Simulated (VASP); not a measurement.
## Al3InAs4 (ordered alloy cell): computed properties

Method: PBEsol GGA, VASP's PBE PAW potentials (set 64) (plane waves; VASP 6.6.1).

For Al₃InAs₄, the space group is Amm2 (38) and the cell is a = 4.091 Å, b = 8.181 Å, c = 11.543 Å, α = β = γ = 90.00°. The volume per atom comes out as 24.15 Å^3/atom, the band gap (over mesh and band path) is 1.12 eV and the smallest direct gap (over mesh and band path) is 1.12 eV. The band-edge character is direct, Γ to Γ and the density is 4.26 g/cm³.

```yaml
crystal:
  lattice:
    - [0.00032, 5.78513, 5.77171]
    - [5.78513, 0.00032, 5.77171]
    - [2.89273, 2.89273, 0.00000]
  atoms:
    - { symbol: In, position: [0.99933, 0.99933, 0.00135] }
    - { symbol: As, position: [0.13567, 0.13567, 0.22866] }
    - { symbol: As, position: [0.12998, 0.60937, 0.26064] }
    - { symbol: As, position: [0.60937, 0.12998, 0.26064] }
    - { symbol: As, position: [0.62501, 0.62501, 0.24998] }
    - { symbol: Al, position: [0.99950, 0.50089, 0.99961] }
    - { symbol: Al, position: [0.50089, 0.99950, 0.99961] }
    - { symbol: Al, position: [0.50024, 0.50024, 0.99951] }
```

Unless said otherwise, spin-orbit coupling is left out, though it shifts the bands of the heavy elements here.

The structure was generated: Al3InAs4 was put into an ordered model structure (Amm2), which need not be its known phase. It was relaxed first. Symmetry was kept, so distortions that lower it aren't found.
